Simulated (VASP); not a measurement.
# AlGaAsN: structure and properties in VASP, part 4 of 4

Aim: relax AlGaAsN, then compute properties on the relaxed cell. The cell is invented: it takes the structure of a Materials Project entry for AlGaN2 (space group 156 there), with some of its atoms replaced by other elements, volume scaled by an estimate. It may not be a known or stable phase.

VASP 6.6.1; revPBE; plane waves and PAW (As, Ga_d, Al, N); invented cell.

So far. Step 4 (Density, ELF and potential (revPBE)): In this run the pressure is -0.02 GPa, small enough to go on. Step 5 (Bands along the symmetry lines (revPBE)): There is no gap at this level. The relaxed cell has a = 3.573, c = 6.099 Å (conventional setting).

### 6. Total and projected DOS (revPBE)

Here the states are counted by energy and projected on the atoms. The mesh is finer than in the run before.

File INCAR:

```
SYSTEM = AlGaAsN
PREC = Accurate
ENCUT = 520
EDIFF = 1E-06
NELM = 100
ISMEAR = -5
SIGMA = 0.05
LREAL = .FALSE.
ALGO = Normal
GGA = RE
NBANDS = 27
LORBIT = 11
LWAVE = .FALSE.
LCHARG = .FALSE.
KPAR = 2
NEDOS = 2001
```

File POSCAR:

```
AlGaAsN
1.0
    3.5732612378      0.0000000000      0.0000000000
   -1.7866306189      3.0945347452      0.0000000000
    0.0000000000      0.0000000000      6.0989016103
As Ga Al N
1 1 1 1
Direct
    0.0000000000      0.0000000000      0.6318102766
    0.6666666700      0.3333333300      0.4433230830
    0.0000000000      0.0000000000      0.0466377218
    0.6666666700      0.3333333300      0.1146289287
```

File KPOINTS:

```
Automatic mesh
0
Gamma
9 9 5
0 0 0
```

Potentials, in the order of the species: As, Ga_d, Al and N (PBE family, release 64).

Started as:

```bash
$ mpirun -np 2 vasp_std
```

The program printed:

```text
[... set-up lines as in an earlier step ...]
 entering main loop
       N       E                     dE             d eps       ncg     rms          rms(c)
DAV:   1     0.181606331394E+03    0.18161E+03   -0.10937E+04  2975   0.121E+03
DAV:   2     0.332251146831E+01   -0.17828E+03   -0.16256E+03  2986   0.364E+02
DAV:   3    -0.212291239239E+02   -0.24552E+02   -0.24146E+02  3286   0.915E+01
DAV:   4    -0.219419901892E+02   -0.71287E+00   -0.71157E+00  3238   0.170E+01
DAV:   5    -0.219554828348E+02   -0.13493E-01   -0.13494E-01  3480   0.229E+00    0.854E+00
DAV:   6    -0.198493142851E+02    0.21062E+01   -0.94134E+00  3741   0.194E+01    0.409E+00
DAV:   7    -0.197373370079E+02    0.11198E+00   -0.11671E+00  2972   0.683E+00    0.248E+00
DAV:   8    -0.197353983985E+02    0.19386E-02   -0.26931E-01  3393   0.284E+00    0.682E-01
DAV:   9    -0.197304206499E+02    0.49777E-02   -0.72838E-02  3739   0.185E+00    0.456E-01
DAV:  10    -0.197343776478E+02   -0.39570E-02   -0.32524E-02  3629   0.113E+00    0.320E-01
DAV:  11    -0.197318532461E+02    0.25244E-02   -0.16083E-02  3644   0.653E-01    0.113E-01
DAV:  12    -0.197322021970E+02   -0.34895E-03   -0.12119E-03  3041   0.184E-01    0.589E-02
DAV:  13    -0.197326116915E+02   -0.40949E-03   -0.10074E-03  3362   0.133E-01    0.418E-02
DAV:  14    -0.197323356791E+02    0.27601E-03   -0.12191E-03  3419   0.874E-02    0.360E-02
DAV:  15    -0.197323913963E+02   -0.55717E-04   -0.10209E-05  3097   0.244E-02    0.287E-02
DAV:  16    -0.197325067349E+02   -0.11534E-03   -0.11592E-04  3151   0.352E-02    0.376E-02
DAV:  17    -0.197324209265E+02    0.85808E-04   -0.49538E-04  3116   0.262E-02    0.232E-02
DAV:  18    -0.197324730680E+02   -0.52142E-04   -0.19426E-06  2486   0.158E-02    0.195E-02
DAV:  19    -0.197325129437E+02   -0.39876E-04   -0.13575E-04  2840   0.112E-02    0.381E-02
DAV:  20    -0.197324859162E+02    0.27028E-04   -0.28055E-05  2114   0.822E-03    0.188E-02
DAV:  21    -0.197324885960E+02   -0.26798E-05   -0.13729E-07  1458   0.337E-03    0.186E-02
DAV:  22    -0.197324932621E+02   -0.46662E-05   -0.19122E-05  1440   0.156E-03    0.368E-02
DAV:  23    -0.197324668579E+02    0.26404E-04   -0.16060E-04  2116   0.774E-03    0.203E-02
DAV:  24    -0.197324769593E+02   -0.10101E-04   -0.91631E-08  1458   0.340E-03    0.195E-02
DAV:  25    -0.197324812391E+02   -0.42798E-05   -0.18020E-08  1419   0.148E-03    0.192E-02
DAV:  26    -0.197324793915E+02    0.18477E-05   -0.10214E-08  1413   0.925E-04    0.193E-02
DAV:  27    -0.197324791226E+02    0.26885E-06   -0.34381E-09  1401   0.335E-04
   1 F= -.19732479E+02 E0= -.19732479E+02  d E =0.000000E+00
 -----------------------------------------------------------------------------
|                                                                             |
|           W    W    AA    RRRRR   N    N  II  N    N   GGGG   !!!           |
|           W    W   A  A   R    R  NN   N  II  NN   N  G    G  !!!           |
|           W    W  A    A  R    R  N N  N  II  N N  N  G       !!!           |
|           W WW W  AAAAAA  RRRRR   N  N N  II  N  N N  G  GGG   !            |
|           WW  WW  A    A  R   R   N   NN  II  N   NN  G    G                |
|           W    W  A    A  R    R  N    N  II  N    N   GGGG   !!!           |
|                                                                             |
|     Tetrahedron method does not include variations of the Fermi             |
|     occupations, so forces and stress will be inaccurate. We suggest        |
|     using a different smearing scheme ISMEAR = 1 or 2 for metals in         |
|     relaxations.                                                            |
|                                                                             |
 -----------------------------------------------------------------------------
```

Wall time 2.6 min (2 MPI ranks of AMD EPYC 7R43, shared host); peak memory 0.41 GiB; 5 min of CPU time.

From OUTCAR (step 6):

```text
   k-points           NKPTS =     50   k-points in BZ     NKDIM =     50   number of bands    NBANDS=     27

   NELECT =      26.0000    total number of electrons

 E-fermi :   6.2211

 k-point     1 :       0.0000    0.0000    0.0000
  band No.  band energies     occupation
    ...
      9       2.3084      2.00000
     10       2.3084      2.00000
     11       3.9106      2.00000
     12       4.8121      2.00000
     13       6.4989      0.62977
     14       6.4989     -0.72118
     15       9.2690      0.00000
     16      10.9770      0.00000
     17      10.9770      0.00000
     18      11.3005      0.00000
    ...

  Total        0.1109837      0.1109837     -0.3889439      0.0000000      0.0000000      0.0000000
  in kB        2.6366829      2.6366825     -9.2402934      0.0000000      0.0000000      0.0000000
  external PRESSURE =      -1.3223093 kB  Pullay stress =       0.0000000 kB

 POSITION                                       TOTAL-FORCE (eV/Angst)
 -----------------------------------------------------------------------------------
      0.00000      0.00000      3.85335         0.000000      0.000000     -0.071640
      1.78663      1.03151      2.70378         0.000000      0.000000      0.199948
      0.00000      0.00000      0.28444        -0.000000      0.000000     -0.139660
      1.78663      1.03151      0.69911        -0.000000     -0.000000      0.011352
 -----------------------------------------------------------------------------------
    total drift:                               -0.000021      0.000002      0.001703

  FREE ENERGIE OF THE ION-ELECTRON SYSTEM (eV)
  ---------------------------------------------------
  free  energy   TOTEN  =       -19.7324791226 eV

  energy  without entropy=      -19.7324791226  energy(sigma->0) =      -19.73247912

[... 6 parts as in an earlier step ...]

[... 10 further parts left out ...]
```

On this mesh force components of up to 0.20 eV/Å appear, so the relaxed positions are not converged with the sampling. With tetrahedra the forces and stress of a metal are not exact derivatives of the energy.

This step gave:

```yaml
scf_cycles: 27
irreducible_k_points: 50
fermi_energy: 6.221 eV
pressure: -0.1322 GPa
dos_at_the_fermi_level: 0.6508 states/eV/cell
```

The density of states has structure finer than the step of the table below, so its rows give means over 0.5 eV, whole bins alone (the curve runs from -12.0 to 5.61 eV). Peaks (eV: height): total -7.18: 5.04, -4.23: 4.79, 4.18: 4.60, 5.30: 5.20; N p -7.18: 0.730, -4.63: 1.03, -4.23: 1.36, -3.99: 0.798; As p -7.18: 0.391, -4.23: 0.507, -3.19: 0.757, -2.82: 0.525; Ga p -4.23: 0.430, -3.22: 0.301, 4.21: 0.278, 5.30: 0.843; Al p -4.23: 0.135, 2.17: 0.151, 4.18: 0.207, 5.30: 0.296.

States under -12.0 eV and over 5.6 eV are left out. Table of density of states by energy, zero at the Fermi level; means over each step; 7 of 8 lines; values in states/eV/cell:

```csv
energy (eV),total,N p,As p,Ga p,Al p,Ga s,Al s
-11.5,1.11,0.00390,0.00749,0.0452,0.00372,0.0622,0.00667
-11.0,1.09,0.00416,0.00394,0.0493,0.00372,0.0324,0.00924
-10.5,0.00307,2.5e-6,2.5e-6,1.5e-4,1.3e-5,4.3e-5,2.0e-5
-10.0,0,0,0,0,0,0,0
-9.5,0,0,0,0,0,0,0
-9.0,0,0,0,0,0,0,0
-8.5,0,0,0,0,0,0,0
-8.0,0.0318,0.00392,0.00266,8.5e-4,7.5e-4,0.00485,0.00106
-7.5,2.20,0.317,0.169,0.0417,0.0209,0.364,0.177
-7.0,2.46,0.359,0.190,0.0434,0.0255,0.402,0.178
-6.5,1.68,0.299,0.102,0.0308,0.0297,0.233,0.0859
-6.0,1.03,0.266,0.0322,0.0307,0.0318,0.0849,0.0382
-5.5,1.44,0.417,0.0618,0.0702,0.0552,0.0350,0.0473
-5.0,2.01,0.604,0.134,0.124,0.0811,0.0219,0.0356
-4.5,3.06,0.983,0.233,0.215,0.115,0.0382,0.0201
-4.0,1.87,0.581,0.182,0.113,0.0629,0.0451,0.00636
-3.5,1.85,0.299,0.369,0.181,0.0440,0.0313,0.00890
-3.0,2.15,0.352,0.485,0.196,0.0444,0.0239,0.00698
-2.5,1.24,0.147,0.326,0.144,0.0139,0.0166,0.00270
-2.0,1.01,0.0521,0.318,0.148,0.00534,0.0139,0.00130
-1.5,0.875,0.0319,0.297,0.132,0.00313,0.0113,0.00171
-1.0,0.580,0.0159,0.201,0.0813,0.00185,0.00798,0.00540
-0.5,0.417,0.0119,0.155,0.0557,0.00125,0.00207,0.00530
0.0,0.415,0.0285,0.115,0.0356,0.00504,9.9e-4,0.0214
0.5,0.733,0.0655,0.0283,0.0213,0.0316,0.0245,0.0618
1.0,1.65,0.138,0.0500,0.0531,0.0838,0.0631,0.115
1.5,1.39,0.117,0.0524,0.0631,0.0631,0.0678,0.0580
2.0,1.09,0.101,0.0350,0.0509,0.0532,0.0730,0.0451
2.5,2.18,0.266,0.0796,0.0943,0.0832,0.164,0.106
3.0,2.41,0.265,0.127,0.116,0.0961,0.228,0.109
3.5,1.67,0.151,0.120,0.0868,0.0716,0.173,0.0514
4.0,2.28,0.204,0.160,0.144,0.106,0.0970,0.0797
4.5,2.12,0.194,0.144,0.159,0.110,0.0719,0.0797
5.0,1.87,0.122,0.105,0.261,0.103,0.0168,0.0473
```

Force by atom:

```csv
atom,x (eV/Å),y (eV/Å),z (eV/Å),size
As1,0.000,0.000,-0.072,0.072
Ga2,0.000,0.000,0.200,0.200
Al3,0.000,0.000,-0.140,0.140
N4,0.000,0.000,0.011,0.011
```

The finer mesh and the other smearing move the Fermi level by +0.17 eV from the 6×6×3 run, one measure of the sampling error in the zero of the bands above. Of the states within 0.3 eV of the Fermi level, the largest shares in the PAW spheres are As p 26 %, Ga p 8 % and N p 7 %. The rest lies in smaller channels or between the spheres.

### 7. Independent-particle dielectric function (revPBE)

LOPTICS sums transitions from filled to empty bands. NBANDS is raised for it.

File INCAR:

```
SYSTEM = AlGaAsN
PREC = Accurate
ENCUT = 520
EDIFF = 1E-06
NELM = 100
ISMEAR = 0
SIGMA = 0.05
LREAL = .FALSE.
ALGO = Normal
GGA = RE
NBANDS = 45
LORBIT = 11
LWAVE = .FALSE.
LCHARG = .FALSE.
KPAR = 2
LOPTICS = .TRUE.
NEDOS = 1500
CSHIFT = 0.1
```

POSCAR is that of step 6.

KPOINTS is that of step 6.

Started as:

```bash
$ mpirun -np 2 vasp_std
```

The program printed:

```text
[... set-up lines as in an earlier step ...]
 entering main loop
       N       E                     dE             d eps       ncg     rms          rms(c)
DAV:   1     0.203297538775E+03    0.20330E+03   -0.92210E+03  5796   0.714E+02
DAV:   2     0.742856088748E+01   -0.19587E+03   -0.16722E+03  4996   0.291E+02
DAV:   3    -0.211555946302E+02   -0.28584E+02   -0.28019E+02  5410   0.649E+01
DAV:   4    -0.219421230497E+02   -0.78653E+00   -0.78555E+00  5299   0.112E+01
DAV:   5    -0.219531062422E+02   -0.10983E-01   -0.10982E-01  5946   0.128E+00    0.856E+00
DAV:   6    -0.198985161716E+02    0.20546E+01   -0.66787E+00  6264   0.117E+01    0.423E+00
DAV:   7    -0.197457197461E+02    0.15280E+00   -0.66317E-01  5109   0.385E+00    0.242E+00
DAV:   8    -0.197331094679E+02    0.12610E-01   -0.22016E-01  5329   0.168E+00    0.597E-01
DAV:   9    -0.197315691699E+02    0.15403E-02   -0.86060E-02  5369   0.115E+00    0.536E-01
DAV:  10    -0.197303778526E+02    0.11913E-02   -0.15572E-02  5797   0.655E-01    0.255E-01
DAV:  11    -0.197300929987E+02    0.28485E-03   -0.36836E-03  5047   0.255E-01    0.918E-02
DAV:  12    -0.197301752342E+02   -0.82236E-04   -0.54363E-04  5247   0.759E-02    0.344E-02
DAV:  13    -0.197301872992E+02   -0.12065E-04   -0.30956E-05  5432   0.260E-02    0.140E-02
DAV:  14    -0.197301931880E+02   -0.58888E-05   -0.13258E-05  5096   0.125E-02    0.260E-03
DAV:  15    -0.197301935343E+02   -0.34632E-06   -0.83513E-07  5103   0.568E-03
   1 F= -.19730194E+02 E0= -.19729306E+02  d E =-.177525E-02
 optical routines
 imaginary and real dielectric function
 recalculating local potential from charge density
 direction            1
 direction            2
 direction            3
```

The job ended after 2.4 min (2 MPI ranks; peak memory 0.74 GiB; 4.7 min of CPU time).

From OUTCAR (step 7):

```text
   k-points           NKPTS =     50   k-points in BZ     NKDIM =     50   number of bands    NBANDS=     45

   NELECT =      26.0000    total number of electrons

 E-fermi :   6.1669

 k-point     1 :       0.0000    0.0000    0.0000
  band No.  band energies     occupation
    ...
      8      -1.7743      2.00000
      9       2.3240      2.00000
     10       2.3240      2.00000
     11       3.9134      2.00000
     12       4.8205      2.00000
     13       6.4828      0.00000
     14       6.4828      0.00000
     15       9.2609      0.00000
     16      10.9727      0.00000
     17      10.9727      0.00000
    ...

  Total        0.0735226      0.0735226     -0.3361111     -0.0000000      0.0000000      0.0000000
  in kB        1.7467062      1.7467059     -7.9851245     -0.0000000      0.0000000      0.0000000
  external PRESSURE =      -1.4972375 kB  Pullay stress =       0.0000000 kB

 POSITION                                       TOTAL-FORCE (eV/Angst)
 -----------------------------------------------------------------------------------
      0.00000      0.00000      3.85335         0.000000      0.000000     -0.038878
      1.78663      1.03151      2.70378        -0.000000      0.000000      0.129471
      0.00000      0.00000      0.28444         0.000000      0.000000     -0.110247
      1.78663      1.03151      0.69911         0.000000     -0.000000      0.019654
 -----------------------------------------------------------------------------------
    total drift:                               -0.000020      0.000002      0.000854

  FREE ENERGIE OF THE ION-ELECTRON SYSTEM (eV)
  ---------------------------------------------------
  free  energy   TOTEN  =       -19.7301935343 eV

  energy  without entropy=      -19.7284182855  energy(sigma->0) =      -19.72930591

 plasma frequency squared (from intraband transitions) (eV^2)
  --------------------------------------------------------------------------------------
      13.919      -0.000       0.000
      -0.000      13.919       0.000
       0.000       0.000      41.888

[... 7 parts as in an earlier step ...]

[... 9 further parts left out ...]
```

On this mesh force components of up to 0.13 eV/Å appear, so the relaxed positions are not converged with the sampling. These are independent-particle spectra without excitons or local fields, and fine structure depends on the mesh and on CSHIFT. The intraband (Drude) part is not in this spectrum.

Numbers from this step:

* SCF cycles: 15
* bands: 45
* Fermi energy: 6.167 eV
* pressure: -0.1497 GPa

The imaginary dielectric function has structure finer than the step of the table below, so its rows give means over 1 eV, whole bins alone (the curve runs from 0 to 25.0 eV). Peaks (eV: height): xx 0.1: 2.94, 1.0: 3.96, 3.5: 16.4, 4.2: 12.4, 5.6: 14.3; zz 2.7: 6.88, 3.8: 18.2, 4.2: 16.7, 5.0: 18.6, 6.9: 11.6.

Table of imaginary dielectric function by photon energy; means over each step:

```csv
photon energy (eV),xx,zz
1,2.38,0.678
2,1.63,1.35
3,5.82,4.80
4,11.5,14.0
5,10.6,14.7
6,9.94,10.5
7,6.84,9.27
8,5.11,4.25
9,3.24,2.37
10,2.74,1.82
11,1.62,0.914
12,1.14,0.742
13,0.793,0.713
14,0.529,0.544
15,0.377,0.393
16,0.348,0.356
17,0.307,0.286
18,0.284,0.268
19,0.262,0.249
20,0.276,0.226
21,0.310,0.247
22,0.261,0.201
23,0.236,0.188
24,0.198,0.167
```

The real dielectric function by photon energy:

```csv
photon energy (eV),xx,zz
0,15.3,9.91
1,9.46,9.87
2,11.1,12.4
3,16.1,13.3
4,7.57,10.1
5,4.21,5.27
6,-0.927,-1.68
7,-1.19,-5.47
8,-2.67,-4.26
9,-2.27,-3.02
10,-2.03,-2.36
11,-1.79,-2.02
12,-1.29,-0.973
13,-1.07,-0.729
14,-0.640,-0.531
15,-0.327,-0.317
16,-0.168,-0.155
17,-0.00965,-0.0120
18,0.134,0.101
19,0.270,0.248
20,0.340,0.327
21,0.344,0.309
22,0.369,0.383
23,0.381,0.416
24,0.422,0.467
```

Force by atom:

```csv
atom,x (eV/Å),y (eV/Å),z (eV/Å),size
As1,0.000,0.000,-0.039,0.039
Ga2,0.000,0.000,0.129,0.129
Al3,0.000,0.000,-0.110,0.110
N4,0.000,0.000,0.020,0.020
```

### 8. Outcome

| Item | Value |
| --- | --- |
| relaxed volume | 16.86 Å³/atom |
| relaxed conventional cell a, b, c | 3.573, 3.573, 6.099 Å; angles 90.0, 90.0, 120.0° |
| space group after relaxing, within 0.02 Å | P3m1 (No. 156) |
| band gap | none, a metal |
| DOS at the Fermi level | 0.651 states/eV/cell |

**Reading.** With revPBE, AlGaAsN relaxes to 16.86 Å³/atom in space group P3m1 (held by the symmetry of the run) and comes out as a metal. Bands along the symmetry lines (revPBE): Of the bands kept, 3 cross the Fermi level on this path. Spin-orbit coupling is left out; it would split some degenerate bands. The k-sampling is coarse for a metal, so the Fermi level, pressures and the shape of the cell carry errors. No search among competing phases was made. All values are for a static lattice at zero temperature.

[Lines on the potential files, build, host, timing and source positions are cut from VASP's logs without a mark.]

[Logs are printed without paths, hosts, clocks, repeated set-up lines and the standing remarks that a program may print on its own settings, such as how far it seeks lower states.]

[Hosts, paths, dates, database ids (printed as entryN), source tags and the programs' standing remarks are cut or masked in the printed files.]

[A measured line is paired with the nearest computed mode of its activity, which favours agreement.]
